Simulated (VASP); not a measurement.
# Be2ZnO3 (Cmc2_1) in VASP: elastic constants with PBE

Aim: the elastic constants of Be2ZnO3 with PBE.

Program: VASP 6.6.1. These are calculated values, not measurements. Logs are shortened: lines on timing, memory, paths and dates and some standing lists are left out, and cuts for length are marked.

### 1 The structure

It takes space group Cmc2_1 (No. 36, orthorhombic). Conventional cell: a = 8.732 Å, b = 5.018 Å, c = 4.637 Å, α = 90.00°, β = 90.00°, γ = 90.00°. Around Be (site symmetry 1) lie 4 O at 1.66 to 1.68 Å. Zn (site symmetry m) is surrounded by 4 O at 1.99 to 2.02 Å. O (site symmetry 1) has 3 Be at 1.66 to 1.68 Å as nearest neighbours. O (site symmetry m) has 2 Be at 1.68 Å as nearest neighbours.

The cell was built by a generator and needn't be a form met in nature.

### 2 Elastic constants, PBE

Input file POSCAR:

```
Be2ZnO3
1.0
    4.3659700000     -2.5090900000      0.0000000000
    4.3659700000      2.5090900000      0.0000000000
    0.0000000000      0.0000000000      4.6365100000
Be Zn O
4 2 6
Direct
    0.5140700000      0.8336680000      0.5050230000
    0.8336680000      0.5140700000      0.0050230000
    0.1663320000      0.4859300000      0.5050230000
    0.4859300000      0.1663320000      0.0050230000
    0.1798620000      0.8201380000      0.9954440000
    0.8201380000      0.1798620000      0.4954440000
    0.5489540000      0.8359660000      0.8646060000
    0.1640340000      0.4510460000      0.8646060000
    0.7830510000      0.2169490000      0.9300950000
    0.8359660000      0.5489540000      0.3646060000
    0.4510460000      0.1640340000      0.3646060000
    0.2169490000      0.7830510000      0.4300950000
```

Input file INCAR.step1:

```
  ALGO = Normal
  EDIFF = 1E-8
  EDIFFG = -0.002
  ENCUT = 520
  GGA = PE
  IBRION = 2
  ISIF = 3
  ISMEAR = 0
  KPAR = 8
  LASPH = T
  LCHARG = F
  LREAL = F
  LWAVE = F
  NELM = 100
  NSW = 40
  PREC = Accurate
  SIGMA = 0.03
```

Input file INCAR.step2:

```
  ALGO = Normal
  EDIFF = 1E-8
  ENCUT = 520
  GGA = PE
  IBRION = 6
  ISIF = 3
  ISMEAR = 0
  KPAR = 8
  LASPH = T
  LCHARG = F
  LREAL = F
  LWAVE = F
  NELM = 100
  NFREE = 2
  NSW = 1
  POTIM = 0.015
  PREC = Accurate
  SIGMA = 0.03
```

Input file KPOINTS:

```
k-points
0
Gamma
  4 4 4
```

Potentials or basis: VASP PAW PBE potentials, release 64 (Be, Zn, O).

On the command line:

```console
> cat potpaw_PBE.64/Be/POTCAR potpaw_PBE.64/Zn/POTCAR potpaw_PBE.64/O/POTCAR > POTCAR
> cp INCAR.step1 INCAR
> mpirun -np 8 vasp_std > vasp.out
> cp CONTCAR POSCAR
> cp INCAR.step2 INCAR
> mpirun -np 8 vasp_std > vasp.out
```

OUTCAR:

```text
EDIFF = 1E-8
   ENCUT = 520
   GGA = PE
   IBRION = 6
   ISIF = 3
   ISMEAR = 0
   LASPH = T
   LREAL = F
   NELM = 100
   NFREE = 2
   NSW = 1
   POTIM = 0.015
   PREC = Accurate

 ion  position               nearest neighbor table
   1  0.514  0.834  0.505-  11 1.66  10 1.66  12 1.68   7 1.68
   2  0.834  0.514  0.005-   8 1.66   7 1.66   9 1.68  10 1.68
   3  0.166  0.486  0.505-  10 1.66  11 1.66  12 1.68   8 1.68
   4  0.486  0.166  0.005-   7 1.66   8 1.66   9 1.68  11 1.68
   5  0.180  0.820  0.996-   7 1.99   8 1.99   9 2.01  12 2.02   6 2.94   6 2.94
   6  0.820  0.180  0.496-  10 1.99  11 1.99  12 2.01   9 2.02   5 2.94   5 2.94
   7  0.549  0.836  0.865-   4 1.66   2 1.66   1 1.68   5 1.99
   8  0.164  0.451  0.865-   2 1.66   4 1.66   3 1.68   5 1.99
   9  0.783  0.217  0.930-   2 1.68   4 1.68   5 2.01   6 2.02
  10  0.836  0.549  0.365-   3 1.66   1 1.66   2 1.68   6 1.99
  11  0.451  0.164  0.365-   1 1.66   3 1.66   4 1.68   6 1.99
  12  0.217  0.783  0.430-   1 1.68   3 1.68   6 2.01   5 2.02

  LATTYP: Found a base centered orthorhombic cell.
 ALAT       =     5.0173608434
 B/A-ratio  =     1.7403026070
 C/A-ratio  =     0.9243605647

  Lattice vectors:

 A1 = (  -4.3658630782,  -2.5086804217,   0.0000000000)
 A2 = (   4.3658630782,  -2.5086804217,   0.0000000000)
 A3 = (   0.0000000000,   0.0000000000,   4.6378505027)

Analysis of symmetry for initial positions (statically):
=====================================================================
 Subroutine PRICEL returns:
 Original cell was already a primitive cell.

 Routine SETGRP: Setting up the symmetry group for a
 base centered orthorhombic supercell.

 Subroutine GETGRP returns: Found  4 space group operations
 (whereof  2 operations were pure point group operations)
 out of a pool of  8 trial point group operations.

The static configuration has the point symmetry C_1h.
 The point group associated with its full space group is C_2v.

Analysis of symmetry for dynamics (positions and initial velocities):
=====================================================================
 Subroutine PRICEL returns:
 Original cell was already a primitive cell.

 Routine SETGRP: Setting up the symmetry group for a
 base centered orthorhombic supercell.

 Subroutine GETGRP returns: Found  4 space group operations
 (whereof  2 operations were pure point group operations)
 out of a pool of  8 trial point group operations.

The dynamic configuration has the point symmetry C_1h.
 The point group associated with its full space group is C_2v.

 Subroutine INISYM returns: Found  4 space group operations
 (whereof  2 operations are pure point group operations),
 and found     1 'primitive' translations

----------------------------------------------------------------------------------------

                                     Primitive cell

  volume of cell :     101.5926

  direct lattice vectors                    reciprocal lattice vectors
     4.365863078 -2.508680422  0.000000000     0.114524893 -0.199307969  0.000000000
     4.365863078  2.508680422  0.000000000     0.114524893  0.199307969  0.000000000
     0.000000000  0.000000000  4.637850503     0.000000000  0.000000000  0.215617127

  length of vectors
     5.035299184  5.035299184  4.637850503     0.229868696  0.229868696  0.215617127

  position of ions in fractional coordinates (direct lattice)
     0.513890935  0.833855553  0.505032382
     0.833855553  0.513890935  0.005032382
     0.166144447  0.486109065  0.505032382
     0.486109065  0.166144447  0.005032382
     0.180094085  0.819905915  0.995580537
     0.819905915  0.180094085  0.495580537
     0.549087564  0.835835800  0.864536237
     0.164164200  0.450912436  0.864536237
     0.783235144  0.216764856  0.930079225
     0.835835800  0.549087564  0.364536237
     0.450912436  0.164164200  0.364536237
     0.216764856  0.783235144  0.430079225

  ion indices of the primitive-cell ions
   primitive index   ion index
                 1           1
                 2           2
                 3           3
                 4           4
                 5           5
[... 78 lines left out ...]
   NSW    =    181    number of steps for IOM
   IBRION =      6    ionic relax: 0-MD 1-quasi-New 2-CG
   NFREE  =      2    steps in history (QN), initial steepest desc. (CG)
   ISIF   =      3    stress and relaxation
   ISYM   =      2    0-nonsym 1-usesym 2-fastsym
   POTIM  = 0.0150    time-step for ionic-motion
   TEBEG  =    0.0;   TEEND  =   0.0 temperature during run
   PSTRESS=    0.0 pullay stress
   NELECT =      68.0000    total number of electrons
   NUPDOWN=      -1.0000    fix difference up-down
   EMIN   =  10.00;   EMAX   =-10.00  energy-range for DOS
   EFERMI =   0.00;   METHOD = LEGACY
   ISMEAR =     0;   SIGMA  =   0.03  broadening in eV -4-tet -1-fermi 0-gaus
   EFERMI_NEDOS =   21; number of points for ismear=-14 and -15
   IALGO  =     38    algorithm
   IMIX   =      4    mixing-type and parameters
     AMIX     =   0.40;   BMIX     =  1.00
     AMIX_MAG =   1.60;   BMIX_MAG =  1.00
  volume/ion in A,a.u.               =       8.47        57.13
  Fermi-wavevector in a.u.,A,eV,Ry     =   1.432046  2.706175 27.902239  2.050757
  Thomas-Fermi vector in A             =   2.551717
   LORBIT       =      0    0 simple, 1 ext, 2 COOP (PROOUT), +10 PAW based schemes
   GGA     = PE    functional components
   LHFCALC =     F    Hartree Fock is set to
   AEXX    =    0.0000 exact exchange contribution
   IVDW    =     0    specifies the selected vdW correction
   LEPSILON=     F    determine dielectric tensor
   LRPA    =     F    only Hartree local field effects (RPA)
 finite differences with symmetry
 non-spin polarized calculation
 Gauss-broadening in eV      SIGMA  =   0.03
  energy-cutoff  :      520.00
  volume of cell :      101.59
 maximum number of plane-waves:      2777
 NGX is ok and might be reduce to    40
   NGX = 19   NGY = 19   NGZ = 17

--------------------------------------- Ionic step        1  -------------------------------------------

 number of electron      68.0000027 magnetization

 Free energy of the ion-electron system (eV)
  ---------------------------------------------------
  ext. energy  EPLUGINS =         0.00000000
  ---------------------------------------------------
  free energy    TOTEN  =       -74.45751445 eV

  energy without entropy =      -74.45751445  energy(sigma->0) =      -74.45751445

------------------------ aborting loop because EDIFF is reached ----------------------------------------

  FORCE on cell =-STRESS in cart. coord.  units (eV):
  Direction    XX          YY          ZZ          XY          YZ          ZX
  --------------------------------------------------------------------------------------
  -------------------------------------------------------------------------------------
  Total       -0.0008820      0.0017461     -0.0011340      0.0000000      0.0000000      0.0000000
  in kB       -0.0139095      0.0275370     -0.0178842      0.0000000      0.0000000      0.0000000
  external PRESSURE =      -0.0014189 kB  Pullay stress =       0.0000000 kB
[... 119 lines left out ...]
  FREE ENERGIE OF THE ION-ELECTRON SYSTEM (eV)
  ---------------------------------------------------
  free  energy   TOTEN  =       -74.4299983736 eV

  energy  without entropy=      -74.4299983736  energy(sigma->0) =      -74.42999837

[... ionic steps 4 to 34 ...]

--------------------------------------- Ionic step       35  -------------------------------------------

 number of electron      68.0000031 magnetization

------------------------ aborting loop because EDIFF is reached ----------------------------------------
[... 87 lines left out ...]
--------------------------------------- Ionic step       37  -------------------------------------------

 number of electron      68.0000023 magnetization

 Free energy of the ion-electron system (eV)
  ---------------------------------------------------
  ext. energy  EPLUGINS =         0.00000000
  ---------------------------------------------------
  free energy    TOTEN  =       -74.45617371 eV

  energy without entropy =      -74.45617371  energy(sigma->0) =      -74.45617371

 E-fermi :   2.5930     XC(G=0): -11.2368

 val. band max:        2.3741413450   @ k =   0.2500   0.2500   0.5000
 cond. band min:       6.1030359608   @ k =   0.0000   0.0000   0.0000
 fundamental gap:      3.7288946158
 Fermi energy:         2.5929577011

 k-point     1 :       0.0000    0.0000    0.0000
  band No.  band energies     occupation
      1     -15.8273      2.00000
      2     -14.4424      2.00000
      3     -14.1989      2.00000
      4     -14.1678      2.00000
      5     -14.1582      2.00000
      6     -14.1427      2.00000
[... 1084 lines left out ...]
  FREE ENERGIE OF THE ION-ELECTRON SYSTEM (eV)
  ---------------------------------------------------
  free  energy   TOTEN  =       -74.4561737143 eV

  energy  without entropy=      -74.4561737143  energy(sigma->0) =      -74.45617371

 INTERNAL STRAIN TENSORS FROM STRAINED CELLS
 ============================================

 INTERNAL STRAIN TENSOR FOR ION    1 for displacements in x,y,z  (eV/Angst):
          X           Y           Z          XY          YZ          ZX
  --------------------------------------------------------------------------------
  x     1.55513    -0.00791    -1.28250     1.83133    -0.38542    -1.02802
  y     1.65125    -2.37807     0.61362    -0.20937    -1.80197    -0.05574
  z    -0.88134    -1.94552     2.16660    -0.69771     0.26654    -0.12253

 INTERNAL STRAIN TENSORS FROM DISPLACED ATOMS
 ============================================

 INTERNAL STRAIN TENSOR FOR ION    1 for displacements in x,y,z  (eV/Angst):
          X           Y           Z          XY          YZ          ZX
  --------------------------------------------------------------------------------
  x     1.56766    -0.00912    -1.28324     1.83527    -0.38652    -1.02549
  y     1.62919    -2.38186     0.59730    -0.20694    -1.80741    -0.05623
  z    -0.86664    -1.92410     2.14480    -0.69739     0.26351    -0.11984
[... 8 lines left out ...]
 INTERNAL STRAIN TENSOR FOR ION   12 for displacements in x,y,z  (eV/Angst):
          X           Y           Z          XY          YZ          ZX
  --------------------------------------------------------------------------------
  x     0.00000     0.00000     0.00000    -5.19602     0.00000     1.61967
  y    -4.53188     6.85627     1.68289     0.00000     0.67096     0.00000
  z     1.98245     0.22369    -5.77705     0.00000    -0.86675     0.00000

 Eigenvectors and eigenvalues of the dynamical matrix
   1 f  =   23.124031 THz   145.292575 2PiTHz  771.334663 cm-1    95.633267 meV
   2 f  =   22.905413 THz   143.918955 2PiTHz  764.042340 cm-1    94.729134 meV
   3 f  =   22.484651 THz   141.275226 2PiTHz  750.007210 cm-1    92.989001 meV
   4 f  =   21.015226 THz   132.042559 2PiTHz  700.992481 cm-1    86.911952 meV
   5 f  =   20.807152 THz   130.735190 2PiTHz  694.051872 cm-1    86.051426 meV
   6 f  =   20.465909 THz   128.591101 2PiTHz  682.669256 cm-1    84.640162 meV
[... 25 lines left out ...]
  32 f  =    4.705717 THz    29.566893 2PiTHz  156.965830 cm-1    19.461274 meV
  33 f  =    4.564572 THz    28.680050 2PiTHz  152.257725 cm-1    18.877543 meV
  34 f/i=    0.003264 THz     0.020507 2PiTHz    0.108870 cm-1     0.013498 meV
  35 f/i=    0.003500 THz     0.021989 2PiTHz    0.116735 cm-1     0.014473 meV
  36 f/i=    0.007084 THz     0.044511 2PiTHz    0.236300 cm-1     0.029298 meV

 ELASTIC MODULI CONTR FROM IONIC RELAXATION (kBar)
 Direction    XX          YY          ZZ          XY          YZ          ZX
 --------------------------------------------------------------------------------
 XX        -475.3880    214.1112    197.3854      0.0000     -0.0000     -0.0000
 YY         214.1112   -394.9289    149.3538     -0.0000     -0.0000      0.0000
 ZZ         197.3854    149.3538   -477.9260     -0.0000      0.0000     -0.0000
 XY           0.0000     -0.0000     -0.0000   -333.7013     -0.0000      0.0000
 YZ          -0.0000     -0.0000      0.0000      0.0000    -70.4514      0.0000
 ZX          -0.0000      0.0000     -0.0000      0.0000      0.0000    -96.9580
 --------------------------------------------------------------------------------

 TOTAL ELASTIC MODULI (kBar)
 Direction    XX          YY          ZZ          XY          YZ          ZX
 --------------------------------------------------------------------------------
 XX        3252.4443   1178.3793    996.3346      0.0000     -0.0000     -0.0000
 YY        1178.3793   3295.1094    946.8276     -0.0000     -0.0000      0.0000
 ZZ         996.3346    946.8276   3339.2485     -0.0000      0.0000     -0.0000
 XY           0.0000     -0.0000     -0.0000    989.5918     -0.0000      0.0000
 YZ          -0.0000     -0.0000      0.0000      0.0000    963.2598      0.0000
 ZX          -0.0000      0.0000     -0.0000      0.0000      0.0000    922.8299
 --------------------------------------------------------------------------------
```

Run time: 6.6 min. Hardware: 8 MPI ranks of Intel Xeon 6975P-C (Granite Rapids), shared host; peak memory 0.47 GiB.

Results:

| Quantity | Value |
| --- | --- |
| Voigt bulk modulus | 179 GPa |
| Highest phonon frequency at Γ, LO-TO splitting left out | 771 cm⁻¹ |

Phonon frequencies in cm⁻¹ (negative: imaginary):
```
              q point                                                                                                                                frequencies
(0.000, 0.000, 0.000)  0 0 0 152 157 175 214 248 288 361 372 434 443 480 484 484 484 502 508 575 580 581 607 633 638 644 650 656 660 662 683 694 701 750 764 771
```

Elastic tensor in Voigt notation (GPa, in the Cartesian axes of the cell as first typed):
```
325 118 100   0   0   0
118 330  95   0   0   0
100  95 334   0   0   0
  0   0   0  96   0   0
  0   0   0   0  92   0
  0   0   0   0   0  99
```

Clamped-ion elastic tensor (GPa):
```
373  96  80   0   0   0
 96 369  80   0   0   0
 80  80 382   0   0   0
  0   0   0 103   0   0
  0   0   0   0 102   0
  0   0   0   0   0 132
```

Caveat: the k mesh is coarse (spacing up to 0.36 Å⁻¹), so the values aren't converged.
